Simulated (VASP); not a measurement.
VASP ran on this input.

File POSCAR:
```
RbBr
1
    0.0000000000     3.5139000000     3.5139000000
    3.5139000000     0.0000000000     3.5139000000
    3.5139000000     3.5139000000     0.0000000000
Rb Br
1 1
Direct
  0.0000000000   0.0000000000   0.0000000000
  0.5000000000   0.5000000000   0.5000000000
```

### KPOINTS
```
Regular mesh
0
G
  6 6 6
0 0 0
```

### INCAR
```
# general
SYSTEM   =  RbBr
PREC     =  Accurate
ENCUT    =  400   # plane-wave cut-off (eV)
LREAL    =  .False.   # projection in real space or not
LASPH    =  .True.   # aspherical one-centre terms

# electronic loop
EDIFF    =  1E-6
NELM     =  100   # most electronic steps
ALGO     =  Normal
IMIX     =  1
AMIX     =  0.05
BMIX     =  3.0
LMAXMIX  =  4   # l cut-off of mixed one-centre charges

# smearing
ISMEAR   =  0
SIGMA    =  0.05

# functional
GGA      =  PE   # PBE

# ions
ISIF     =  2   # forces and stress, cell fixed

# output
LWAVE    =  .False.
LCHARG   =  .False.
```

POTCAR, in this order: Rb_sv Br (PBE.64 set). Program: vasp_std.

Problem. Write an equivalent input for Quantum ESPRESSO's pw.x.

Solution. One equivalent input (not run):
```
&CONTROL
  calculation = 'scf'
  pseudo_dir = './pseudo'
  outdir = './out'
  tprnfor = .true.
  tstress = .true.
/
&SYSTEM
  ibrav = 0
  nat = 2
  ntyp = 2
  ecutwfc = 46.3
  occupations = 'smearing'
  smearing = 'gaussian'
  degauss = 0.003675
  input_dft = 'pbe'
/
&ELECTRONS
  conv_thr = 7.3e-08
  electron_maxstep = 100
/
ATOMIC_SPECIES
  Rb 85.468 Rb.upf
  Br 79.904 Br.upf
CELL_PARAMETERS angstrom
     0.0000000    3.5139000    3.5139000
     3.5139000    0.0000000    3.5139000
     3.5139000    3.5139000    0.0000000
ATOMIC_POSITIONS crystal
  Rb   0.0000000  0.0000000  0.0000000
  Br   0.5000000  0.5000000  0.5000000
K_POINTS automatic
  6 6 6 0 0 0
```
What does not carry over: the potentials are each code's own (VASP's PAW set, PseudoDojo norm-conserving files in pw.x), so ENCUT and ecutwfc are chosen apart and not converted; conv_thr bounds pw.x's estimated SCF error, while EDIFF bounds the energy change between steps.

The compound is RbBr in the rock salt structure. The cell was not relaxed at this level. The run is one of a series of settings (AMIX = 0.05, BMIX = 3.0, IMIX = 1 against the base run), some of them coarse on purpose.
